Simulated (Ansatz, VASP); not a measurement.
**Cross-check of Tl (Thallium) between VASP and Ansatz**

Wanted: the spread between two codes on one cell, functional and k mesh. The cell is taken from a series of runs on this material, whose earlier steps may have relaxed, scaled, displaced or heated it; both programs get it as it stands.

Main program and level: Ansatz 0.2.0; plane waves, with VASP 6.6.1 beside it; zone-centre phonons at PBE.

## Step 1: Starting point

It takes space group P6_3/mmc (No. 194, hexagonal). The conventional cell has a = 3.571 Å, b = 3.571 Å, c = 5.671 Å, α = 90.00°, β = 90.00°, γ = 120.00°. Tl has 12 Tl at 3.51 to 3.57 Å nearest.

As a file:

```xyz
2
Lattice="3.5707 0.0000 0.0000 -1.7853 3.0923 0.0000 0.0000 0.0000 5.6711" Properties=species:S:1:pos:R:3 pbc="T T T"
Tl    0.0000    2.0615    1.4178
Tl    1.7853    1.0308    4.2533
```

## Step 2: VASP: zone-centre phonons, PBE

Second derivatives magnify differences that forces hide, and they need a tight electronic threshold.

Lines of VASP's logs that name or quote its potential files are left out, and so is its time.

The input, INCAR:

```
SYSTEM = Tl
PREC = Accurate
ENCUT = 500
EDIFF = 1E-08
NELM = 120
ISMEAR = -1
SIGMA = 0.1
LREAL = .FALSE.
ALGO = Normal
GGA = PE
NBANDS = 19
LORBIT = 11
LWAVE = .FALSE.
LCHARG = .FALSE.
ISIF = 2
IBRION = 8
LASPH = .TRUE.
GGA_COMPAT = .FALSE.
KPAR = 2
```

The input, POSCAR:

```
Tl
1.0
    3.5706959507      0.0000000000      0.0000000000
   -1.7853479753      3.0923134025      0.0000000000
    0.0000000000      0.0000000000      5.6710932637
Tl
2
Direct
    0.3333333333      0.6666666667      0.2500000000
    0.6666666667      0.3333333333      0.7500000000
```

The input, KPOINTS:

```
Automatic mesh
0
Gamma
18 18 10
0 0 0
```

The projector-augmented-wave data sets are Tl_d (PBE family, release 64).

Launch:

```
mpirun -np 2 vasp_std
```

Numbers of over 12 decimals in the logs are rounded to 6 here.

The log of the run:

```text
[banner, memory and clock lines left out]
running    2 mpi-ranks, on    1 nodes
 distrk:  each k-point on    1 cores,    2 groups
 distr:  one band on    1 cores,    1 groups

 POSCAR found type information on POSCAR Tl
 POSCAR found :  1 types and       2 ions
 LDA part: xc-table for (Slater+PW92), standard interpolation
 POSCAR, INCAR and KPOINTS ok, starting setup
 FFT: planning ... GRIDC
 FFT: planning ... GRID_SOFT
 FFT: planning ... GRID
 WAVECAR not read
 entering main loop
       N       E                     dE             d eps       ncg     rms          rms(c)
DAV:   1     0.124636661366E+03    0.12464E+03   -0.13897E+04  8540   0.124E+03
DAV:   2    -0.211258379956E+01   -0.12675E+03   -0.12457E+03  9081   0.271E+02
DAV:   3    -0.449582995828E+01   -0.23832E+01   -0.23732E+01  9582   0.325E+01
DAV:   4    -0.451127237594E+01   -0.15442E-01   -0.15440E-01  8957   0.279E+00
DAV:   5    -0.451150564209E+01   -0.23327E-03   -0.23326E-03  9313   0.339E-01    0.231E+00
DAV:   6    -0.447570064506E+01    0.35805E-01   -0.66765E-02  8811   0.198E+00    0.167E+00
DAV:   7    -0.446982008266E+01    0.58806E-02   -0.27146E-02  8868   0.126E+00    0.651E-01
DAV:   8    -0.446949307382E+01    0.32701E-03   -0.17158E-03  8815   0.314E-01    0.332E-02
DAV:   9    -0.446950061296E+01   -0.75391E-05   -0.14029E-05  9340   0.315E-02    0.134E-02
DAV:  10    -0.446950638101E+01   -0.57680E-05   -0.54183E-06  8983   0.188E-02    0.961E-04
DAV:  11    -0.446950651418E+01   -0.13317E-06   -0.19108E-07  9378   0.279E-03    0.553E-04
DAV:  12    -0.446950655568E+01   -0.41502E-07   -0.24040E-08  5852   0.125E-03    0.699E-05
DAV:  13    -0.446950656205E+01   -0.63696E-08   -0.61846E-10  4569   0.197E-04
   1 F= -.44695066E+01 E0= -.44541162E+01  d E =-.307807E-01
 Linear response reoptimize wavefunctions to high precision
DAV:   1    -0.446950656301E+01   -0.96270E-09   -0.68705E-11  4572   0.750E-05
DAV:   2    -0.446950656299E+01    0.25011E-10   -0.12628E-11  4479   0.283E-05
 Linear response DOF=           2
 Linear response progress:
  Degree of freedom:   1/  2
       N       E                     dE             d eps       ncg     rms          rms(c)
RMM:   1    -0.329383479920E+00   -0.32938E+00   -0.23824E-01 56866   0.400E+00
RMM:   2    -0.330704338987E+00   -0.13209E-02   -0.25188E-03 56464   0.426E-01    0.174E-02
RMM:   3    -0.330455472047E+00    0.24887E-03   -0.46071E-05 67046   0.516E-02    0.925E-03
RMM:   4    -0.330191672188E+00    0.26380E-03   -0.11657E-05 65918   0.203E-02    0.268E-03
RMM:   5    -0.330196449070E+00   -0.47769E-05   -0.28735E-07 66089   0.319E-03    0.167E-03
RMM:   6    -0.330175701443E+00    0.20748E-04   -0.16104E-07 63811   0.202E-03    0.216E-04
RMM:   7    -0.330173120727E+00    0.25807E-05   -0.66302E-08 67863   0.351E-04    0.105E-04
RMM:   8    -0.330173379381E+00   -0.25865E-06   -0.34827E-08 66053   0.137E-04    0.773E-06
RMM:   9    -0.330173274678E+00    0.10470E-06   -0.51391E-09 69141   0.328E-05    0.362E-06
RMM:  10    -0.330173330286E+00   -0.55608E-07   -0.95202E-09 65814   0.212E-05    0.109E-06
RMM:  11    -0.330173327330E+00    0.29560E-08   -0.40023E-09 56150   0.170E-05    0.221E-07
 first order change of Fermi-energy   0.52383E-05
 force on displaced ion       1 direction 1 :  -0.308  -0.000   0.000
 Linear response progress:
  Degree of freedom:   2/  2
       N       E                     dE             d eps       ncg     rms          rms(c)
RMM:   1    -0.357405438243E+00   -0.35741E+00   -0.23227E-01 19621   0.405E+00
RMM:   2    -0.357402442533E+00    0.29957E-05   -0.21942E-03 18929   0.455E-01    0.373E-02
RMM:   3    -0.357338042473E+00    0.64400E-04    0.72721E-06 21740   0.562E-02    0.197E-02
RMM:   4    -0.357149873952E+00    0.18817E-03   -0.32327E-05 21903   0.173E-02    0.427E-03
RMM:   5    -0.357124211842E+00    0.25662E-04   -0.98965E-07 22029   0.277E-03    0.187E-03
RMM:   6    -0.357111199321E+00    0.13013E-04   -0.82416E-08 21371   0.228E-03    0.255E-04
RMM:   7    -0.357107806625E+00    0.33927E-05   -0.22327E-07 22385   0.415E-04    0.145E-04
RMM:   8    -0.357105360076E+00    0.24465E-05   -0.11892E-07 21638   0.197E-04    0.123E-05
RMM:   9    -0.357105424292E+00   -0.64215E-07   -0.10395E-08 22935   0.377E-05    0.474E-06
RMM:  10    -0.357105480865E+00   -0.56573E-07   -0.20217E-08 22443   0.271E-05    0.124E-06
RMM:  11    -0.357105468250E+00    0.12615E-07   -0.56284E-09 17549   0.209E-05    0.495E-07
RMM:  12    -0.357105467091E+00    0.11588E-08   -0.80668E-09 12752   0.197E-05    0.197E-07
 first order change of Fermi-energy   0.20862E-04
 force on displaced ion       1 direction 3 :   0.000  -0.000  -2.298
 Linear response finished
```

Parts of OUTCAR (step 2):

```text
ion  position               nearest neighbor table
   1  0.333  0.667  0.250-   2 3.51   2 3.51   2 3.51   2 3.51   2 3.51   2 3.51
   2  0.667  0.333  0.750-   1 3.51   1 3.51   1 3.51   1 3.51   1 3.51   1 3.51

  LATTYP: Found a hexagonal cell.
 ALAT       =     3.5706959507
 C/A-ratio  =     1.5882319139

 Subroutine GETGRP returns: Found 24 space group operations
 (whereof 12 operations were pure point group operations)

The static configuration has the point symmetry D_3d.
 The point group associated with its full space group is D_6h.

 Found    222 irreducible k-points:

   k-points           NKPTS =    222   k-points in BZ     NKDIM =    222   number of bands    NBANDS=     19

   dimension x,y,z NGX =    28 NGY =   28 NGZ =   42
   dimension x,y,z NGXF=    56 NGYF=   56 NGZF=   84

   ENCUT  =  500.0 eV  36.75 Ry    6.06 a.u.   6.51  6.51 10.34*2*pi/ulx,y,z

   NELECT =      26.0000    total number of electrons

 k-points in reciprocal lattice and weights: Automatic mesh
   0.00000000  0.00000000  0.00000000       0.000
   0.05555556 -0.00000000  0.00000000       0.002
   0.11111111 -0.00000000  0.00000000       0.002
   0.16666667  0.00000000  0.00000000       0.002
   0.22222222  0.00000000  0.00000000       0.002
   0.27777778 -0.00000000  0.00000000       0.002
   0.33333333 -0.00000000  0.00000000       0.002
   0.38888889 -0.00000000  0.00000000       0.002
   0.44444444  0.00000000  0.00000000       0.002
[...]
0.33333333  0.27777778  0.50000000       0.004
   0.33333333  0.33333333  0.50000000       0.001

 average (electrostatic) potential at core
       1 -83.9184       2 -83.9184

  Total        0.0585733      0.0585733     -0.0500903      0.0000000      0.0000000      0.0000000
  in kB        1.4986731      1.4986731     -1.2816255      0.0000000      0.0000000      0.0000000
  external PRESSURE =       0.5719069 kB  Pullay stress =       0.0000000 kB

  energy-cutoff  :      500.00
  volume of cell :       62.62
      direct lattice vectors                 reciprocal lattice vectors
     3.570695951  0.000000000  0.000000000     0.280057449  0.161691244  0.000000000
    -1.785347975  3.092313402  0.000000000     0.000000000  0.323382487  0.000000000
     0.000000000  0.000000000  5.671093264     0.000000000  0.000000000  0.176332843

 POSITION                                       TOTAL-FORCE (eV/Angst)
 -----------------------------------------------------------------------------------
     -0.00000      2.06154      1.41777        -0.000000      0.000000      0.000000
      1.78535      1.03077      4.25332         0.000000      0.000000      0.000000
 -----------------------------------------------------------------------------------
    total drift:                                0.000000     -0.000000      0.000000

 Eigenvectors and eigenvalues of the dynamical matrix
 ----------------------------------------------------

   1 f  =    2.344280 THz    14.729548 2PiTHz   78.196774 cm-1     9.695160 meV
             X         Y         Z           dx          dy          dz
     -0.000000  2.061542  1.417773     0.000000    0.000000    0.707107
      1.785348  1.030771  4.253320     0.000000   -0.000000   -0.707107

   2 f  =    0.858060 THz     5.391351 2PiTHz   28.621805 cm-1     3.548650 meV
             X         Y         Z           dx          dy          dz
     -0.000000  2.061542  1.417773    -0.481853   -0.517511   -0.000000
      1.785348  1.030771  4.253320     0.481853    0.517511   -0.000000

   3 f  =    0.858060 THz     5.391351 2PiTHz   28.621805 cm-1     3.548650 meV
             X         Y         Z           dx          dy          dz
     -0.000000  2.061542  1.417773    -0.517511    0.481853    0.000000
      1.785348  1.030771  4.253320     0.517511   -0.481853    0.000000

   4 f  =    0.000000 THz     0.000000 2PiTHz    0.000000 cm-1     0.000000 meV
             X         Y         Z           dx          dy          dz
     -0.000000  2.061542  1.417773     0.103343   -0.683998    0.146518
      1.785348  1.030771  4.253320     0.103343   -0.683998    0.146518

   5 f/i=    0.000000 THz     0.000000 2PiTHz    0.000000 cm-1     0.000000 meV
             X         Y         Z           dx          dy          dz
     -0.000000  2.061542  1.417773     0.694791    0.083185   -0.101717
      1.785348  1.030771  4.253320     0.694791    0.083185   -0.101717

   6 f/i=    0.000000 THz     0.000000 2PiTHz    0.000001 cm-1     0.000000 meV
             X         Y         Z           dx          dy          dz
     -0.000000  2.061542  1.417773     0.081156    0.158832    0.684241
      1.785348  1.030771  4.253320     0.081156    0.158832    0.684241

 ELASTIC MODULI CONTR FROM IONIC RELAXATION (kBar)
 Direction    XX          YY          ZZ          XY          YZ          ZX
 --------------------------------------------------------------------------------
 XX         -34.5082     34.5082     -0.0000     -0.0000     -0.0000     -0.0000
 YY          34.5082    -34.5082     -0.0000     -0.0000      0.0000      0.0000
 ZZ          -0.0000     -0.0000     -0.0000     -0.0000      0.0000      0.0000
 XY          -0.0000     -0.0000     -0.0000    -34.5082     -0.0000     -0.0000
 YZ          -0.0000      0.0000      0.0000     -0.0000     -0.0000     -0.0000
 ZX          -0.0000      0.0000      0.0000     -0.0000     -0.0000     -0.0000
 --------------------------------------------------------------------------------
```

## Step 3: Ansatz: zone-centre phonons, PBE

Ansatz runs on its default PAW (the set named soft_2) files.

The same cell, functional, mesh and smearing now go to Ansatz, which takes its cutoff from its data sets.

The input, input.yaml:

```yaml
crystal:
  lattice:
    - [3.5706959507, 0.0, 0.0]
    - [-1.7853479753, 3.0923134025, 0.0]
    - [0.0, 0.0, 5.6710932637]
  atoms:
    - { symbol: Tl, position: [0.3333333333, 0.6666666667, 0.25] }
    - { symbol: Tl, position: [0.6666666667, 0.3333333333, 0.75] }
kpoints:
  mp_grid: { grid: [18, 18, 10] }
hamiltonian:
  xc: pbe
scf:
  occupations: { method: fermi_dirac, width: 0.1 }
output:
  eigenvalues: true
phonons:
  method: dfpt
  qpoints:
    - [0, 0, 0]
    - [0.166666667, 0.0, 0.0]
    - [0.333333333, 0.0, 0.0]
    - [0.5, 0.0, 0.0]
```

Launch:

```
ansatz run input.yaml --threads 4 --pin off --max-ram 8192MiB --backend cpu --events-out ev --progress --plain --runs-dir out
```

The log of the run:

```text
The run solves and reports these wavevectors of phonons.qpoints, in the list's order, at another value: [0.166666667, 0.0, 0.0] as [0.166667, 0.0, 0.0], [0.333333333, 0.0, 0.0] as [0.333333, 0.0, 0.0].
Engine: ansatz 0.2.0, aarch64-unknown-linux-gnu
Pseudopotentials: kind: paw
Pseudopotential: Tl, paw, valence charge 13, recommended cutoff 420 eV (normal), Tl.paw.azcp
Functional definition: PBE
  parameter kappa = 0.804
  parameter beta = 0.066725
  exchange = pbe_x(kappa = kappa, mu = beta*pi^2/3)
  correlation = pbe_c(beta = beta)
Crystal: 2 atoms, lattice volume = 62.619 Å³
Basis set: ecut = 420 eV, 1213 PW (Γ), exchange–correlation on 48×48×80 points (8 copies of the dense FFT grid, shifted against one another)
Bands: 17, of which v1, the nominal top of the filled ones, is band 13 counted from 1 (12 counted from 0)
Symmetry: 24 space group operations
k-points: 222 of 3240
Non-local potential: Tl, projectors of the file, l = 0: 2, l = 1: 2, l = 2: 2, l = 3: 1
PAW form: soft (Blöchl's): semilocal exchange-correlation on the pseudo side does not see the compensation charge
PAW one-centre angular grid: Tl, 590 points (default); XC on 64 Gauss nodes
Initial density: superposition of atomic densities (neutral atoms: chi_scale 0, normalization atom), corrected by the library's trained network
Initial wavefunctions: pseudopotential atomic-orbital guess
Functional: x = pbe(κ = 0.804, μ = 0.219515), c = pbe(β = 0.066725)
SCF iter   1: F=—  HF=-22888.321664 eV  |F-HF|=—  |Δ(HF+E_count)|=         —  Δρ=5.96e-4  dr2=2.16e-4  ethr=1.77e-3  ⟨swp⟩=5.9  Hψ=18299  notcnv=0
preconditioner: auto → Kerker (q_TF=auto, 2.357 Å⁻¹)  [metal: Δε(μ)=0.056 eV  Ē_g=13.408 eV  σ=0.100 eV  W_gap=0.14  n_scr=22 (ndim 8)  ℏωp=23.9 eV  f_vac=0.000  D(μ)=0.92/eV (n_scr^D=2)]
SCF iter   2: F=—  HF=-22888.320000 eV  |F-HF|=—  |Δ(HF+E_count)|=   1.66e-3  Δρ=3.33e-4  dr2=7.68e-5  ethr=8.32e-7  ⟨swp⟩=2.4  Hψ=8219  notcnv=0
SCF iter   3: F=—  HF=-22888.320040 eV  |F-HF|=—  |Δ(HF+E_count)|=   3.92e-5  Δρ=1.53e-4  dr2=2.07e-5  ethr=2.95e-7  ⟨swp⟩=1.8  Hψ=4114  notcnv=0
SCF iter   4: F=—  HF=-22888.320042 eV  |F-HF|=—  |Δ(HF+E_count)|=   2.67e-6  Δρ=4.01e-5  dr2=7.46e-7  ethr=7.96e-8  ⟨swp⟩=2.0  Hψ=4504  notcnv=0
SCF iter   5: F=—  HF=-22888.320041 eV  |F-HF|=—  |Δ(HF+E_count)|=   8.05e-7  Δρ=8.79e-6  dr2=4.31e-8  ethr=2.87e-9  ⟨swp⟩=2.0  Hψ=6723  notcnv=0
SCF iter   6: F=—  HF=-22888.320041 eV  |F-HF|=—  |Δ(HF+E_count)|=   1.29e-8  Δρ=3.01e-6  dr2=5.30e-9  ethr=1.66e-10  ⟨swp⟩=3.0  Hψ=6706  notcnv=0
SCF iter   7: F=—  HF=-22888.320041 eV  |F-HF|=—  |Δ(HF+E_count)|=  4.62e-10  Δρ=4.18e-7  dr2=1.61e-10  ethr=2.04e-11  ⟨swp⟩=2.0  Hψ=6657  notcnv=0
SCF iter   8: F=—  HF=-22888.320041 eV  |F-HF|=—  |Δ(HF+E_count)|=  2.55e-11  Δρ=1.98e-7  dr2=1.97e-11  ethr=1.00e-12  ⟨swp⟩=1.0  Hψ=3766  notcnv=0
SCF iter   9: F=-22888.320041 eV  HF=-22888.320041 eV  |F-HF|=1.09e-11  |Δ(HF+E_count)|=  3.64e-12  Δρ=2.28e-8  dr2=2.37e-13  ethr=1.00e-12  ⟨swp⟩=5.1  Hψ=16505  notcnv=0
SCF 1 converged in 9 iterations: F = -22888.320041 eV  dr2 = 2.37e-13
  greatest PAW one-centre occupation: 0.963 electrons in one spin orbital (limit 2), on the Tl atom at site 1 (counted from 0), in its partial waves of l = 2
NSCF: frozen V_eff on 222 k-points
WARN: eigensolver did not converge in 4 slots of this pass, the one above among them; of largest residual over every band (k=13): 1 band(s) unlocked (lowest unlocked band 16, counted from 0; max residual 6.08e-5 eV among the unlocked bands, 6.08e-5 eV over every band); of lowest unlocked band (k=1): band 16
NSCF: frozen V_eff on 546 k-points
DFPT response loops at q = (0, 0, 0) (fractional): preconditioner auto → Kerker (q_TF=auto, 2.357 Å⁻¹) (partly filled bands, converged f_vac=0.000); β = 1.00, the filter's whole step (`scf.mixing.beta` (0.50) is not read by the response loops under this deck's `scf.mixing.preconditioner`; to damp them name `kerker` or `kerker_dos`, under which they read `scf.mixing.beta`, and type it under 1.00, their step now; both keys bind the ground state too); Broyden in place of MSR1
NSCF: frozen V_eff on 3888 k-points
DFPT response loops at q = (0.166667, 0, 0) (fractional): mixed as the last ones told, above
NSCF: frozen V_eff on 3888 k-points
DFPT response loops at q = (0.333333, 0, 0) (fractional): mixed as the last ones told, above
NSCF: frozen V_eff on 1968 k-points
DFPT response loops at q = (0.5, 0, 0) (fractional): mixed as the last ones told, above
SCF converged after 9 iterations
Free energy (F): -22888.320041 eV
Harris-Foulkes:  -22888.320041 eV  (|F-HF|=1.09e-11)
Internal energy: -22888.289265 eV  (E = F + TS)
E sigma→0 (E₀):  -22888.304653 eV
Entropy (-TS):   -0.030776 eV (-15.388 meV/atom)
Fermi energy:    9.203685 eV
--- Per-component energies (eV) ---
  E_band       = -13.802959
  E_kinetic    = 666.116187
  E_local      = -1854.299194  (includes V_loc(G=0)·N_el)
  E_nonlocal   = 634.260364
  E_hartree    = 684.337612
  E_xc         = -461.058434
  E_vxc        = -283.672543  (∫ρ·V_xc dr)
  E_paw        = -20327.916407  (= ΣΔE_a)
  E_vpaw       = -544.883081  (= ΣTr[D̂ρ^β])
  E_aug_tail   = 0.000066  (compensation charges beyond the density's cutoff)
  E_ewald      = -2229.729459
  E_smearing   = -0.030776  (= −TS)
  E_closure    = 0.000000  (closes the sum)
  Σ components = -22888.320041   (vs F -22888.320041, Δ=0.00e0)
--- Band table (eV; the first three rows and the last of 222) ---
  k-point 0: bands = [... 9 lower, -1.9327, -0.2764, 4.0908, 6.7111, 16.4907, 16.4907, 18.3969, 18.3969]
  k-point 1: bands = [... 9 lower, -1.9356, -0.2256, 3.7344, 7.1704, 16.5322, 16.5322, 18.3503, 18.3503]
  k-point 2: bands = [... 9 lower, -1.9449, -0.0715, 3.0296, 8.1837, 16.6545, 16.6545, 17.1704, 18.2118]
  k-point 221: bands = [... 9 lower, -1.9240, 4.9366, 4.9366, 8.4076, 8.4076, 9.4598, 9.4598, 16.3594]
--- Phonons (Γ-DFPT): 2 representative perturbations + reference (Σ response iterations 5) ---
  ASR residual: 2.877e-4 → 0.000e0 eV/Å²; symmetrization residual: 2.031e-10 eV/Å²
  ASR residual per site (eV/Å²): 2.88e-4 2.88e-4
  Γ frequencies (cm⁻¹): 0.00 0.00 0.00 28.14 28.14 77.59
  non-analytic LO–TO correction: not included (Born effective charges unavailable; polar crystals: no LO–TO splitting at Γ)
--- Phonons (arbitrary-q DFPT): 4 explicit q-points ---
  q = [0, 0, 0] (of the zone-centre solve; hermiticity 8.96e-11, symmetrization 4.50e-11): -0.00 -0.00 0.00 28.14 28.14 77.59
  q = [0.166667, 0, 0] (2 solved perturbations in 2970 linear systems a pass and spin channel, the states on 1944 of 3240 k-point pairs; hermiticity 9.63e-6, symmetrization 5.40e-12): 9.41 14.93 29.24 32.21 41.41 72.46
  q = [0.333333, 0, 0] (2 solved perturbations in 2970 linear systems a pass and spin channel, the states on 1944 of 3240 k-point pairs; hermiticity 3.49e-6, symmetrization 1.25e-12): 17.65 25.45 38.73 50.43 57.62 62.06
  q = [0.5, 0, 0] (2 solved perturbations in 1530 linear systems a pass and spin channel, the states on 984 of 3240 k-point pairs; hermiticity 7.44e-5, symmetrization 2.31e-5): 22.06 33.89 40.15 55.19 60.95 63.17
  sum rule: each row above includes the acoustic sum rule's correction from the zone centre's row sums; it moved no ω² by more than (0.62 cm⁻¹)²
```

## Step 4: Side by side

Known differences besides the potentials themselves: the cutoff is 420 eV in Ansatz and 500 eV in VASP. Total energies have different zeros and are not compared.

The two programs side by side:

| quantity | Ansatz | VASP | difference |
| --- | --- | --- | --- |
| optical mode 1 to 2 (cm⁻¹) | 28.1 | 28.6 | -0.5 |
| optical mode 3 (cm⁻¹) | 77.6 | 78.2 | -0.78 % |

Modes are paired by rising frequency, not by their patterns, so a pair may set unlike modes beside each other; they are those without the splitting of longitudinal modes.

## Step 5: Results

```
r.m.s. difference of the optical zone-centre modes, each program's sorted by frequency (zone-centre phonons, PBE) : 0.53 cm⁻¹
difference in optical mode 3 (zone-centre phonons, PBE)                                                           : -0.8 %
```

**Reading.** The r.m.s. difference of the optical zone-centre modes, each program's sorted by frequency is 0.53 cm⁻¹ (zone-centre phonons, PBE). Among the rows given in per cent, the largest difference of the zone-centre phonons, PBE pair is in optical mode 3, -0.8 %. Such differences can come from data sets, numerical settings and the points named under the comparisons, not from the functional's error against experiment.

[Lines on the potential files, build, host, timing and source positions are cut from VASP's logs without a mark.]

[Logs are printed without paths, hosts, clocks, repeated set-up lines and the standing remarks that a program may print on its own settings, such as how far it seeks lower states.]

[Hosts, paths, dates, database ids (printed as entryN), source tags and the programs' standing remarks are cut or masked in the printed files.]
